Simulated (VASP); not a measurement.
A convergence study with VASP on Al₂Pd (space group I4mm): a few settings are varied, all else stays as given below, so the limit is that of these other settings. The cell's lengths are 1 % over those of the tabulated start and one atom is moved, so it is off equilibrium.

```
Al2Pd
1.0
    0.00000     2.97903     2.97903
    2.97903     0.00000     2.97903
    2.97903     2.97903     0.00000
Al Pd
2 1
Direct
  0.25000   0.25000   0.25000
  0.75000   0.75000   0.75000
  0.98983   0.01017   0.01017
```

Calculation: PBEsol GGA, VASP's PBE PAW potentials (set 64) (plane waves; VASP). The last row used: ADDGRID = .TRUE., 500 eV cut-off, 10×10×10 Γ-centred mesh, first-order Methfessel-Paxton smearing of 0.10 eV, potentials Al Pd.

```
setting                                         E (eV/atom)  pressure (GPa)  largest force (eV/Å)  plane waves
----------------------------------------------  -----------  --------------  --------------------  -----------
ADDGRID = unset, ENCUT = 200, PREC = Low            -5.2744          -19.89                 0.365          348
ADDGRID = unset, ENCUT = 200, PREC = Normal         -5.2743          -19.89                 0.371          348
ADDGRID = .TRUE., ENCUT = 200, PREC = Normal        -5.2744          -19.88                 0.370          348
ADDGRID = unset, ENCUT = 200, PREC = Accurate       -5.2735          -19.90                 0.369          348
ADDGRID = .TRUE., ENCUT = 200, PREC = Accurate      -5.2735          -19.91                 0.370          348
ADDGRID = unset, ENCUT = 300, PREC = Low            -5.3197           -3.80                 0.404          636
ADDGRID = unset, ENCUT = 300, PREC = Normal         -5.3197           -3.80                 0.408          636
ADDGRID = .TRUE., ENCUT = 300, PREC = Normal        -5.3196           -3.80                 0.408          636
ADDGRID = unset, ENCUT = 300, PREC = Accurate       -5.3196           -3.81                 0.408          636
ADDGRID = .TRUE., ENCUT = 300, PREC = Accurate      -5.3196           -3.81                 0.408          636
ADDGRID = unset, ENCUT = 400, PREC = Low            -5.3178           -3.87                 0.401          982
ADDGRID = unset, ENCUT = 400, PREC = Normal         -5.3178           -3.86                 0.406          982
ADDGRID = .TRUE., ENCUT = 400, PREC = Normal        -5.3178           -3.86                 0.406          982
ADDGRID = unset, ENCUT = 400, PREC = Accurate       -5.3178           -3.86                 0.406          982
ADDGRID = .TRUE., ENCUT = 400, PREC = Accurate      -5.3178           -3.86                 0.406          982
ADDGRID = unset, ENCUT = 500, PREC = Low            -5.3178           -3.74                 0.401         1363
ADDGRID = unset, ENCUT = 500, PREC = Normal         -5.3178           -3.74                 0.406         1363
ADDGRID = .TRUE., ENCUT = 500, PREC = Normal        -5.3178           -3.74                 0.406         1363
ADDGRID = unset, ENCUT = 500, PREC = Accurate       -5.3178           -3.74                 0.406         1363
ADDGRID = .TRUE., ENCUT = 500, PREC = Accurate      -5.3178           -3.74                 0.406         1363
```

Left out are rungs that failed or repeat a setting and relaxations that didn't move; long series are thinned to 24 rows.

The structure comes from a computed database's Al2Pd entry (space group no. 225); how it stands against other phases isn't given here. The cell was not relaxed at this level, it is distorted from the ideal structure.
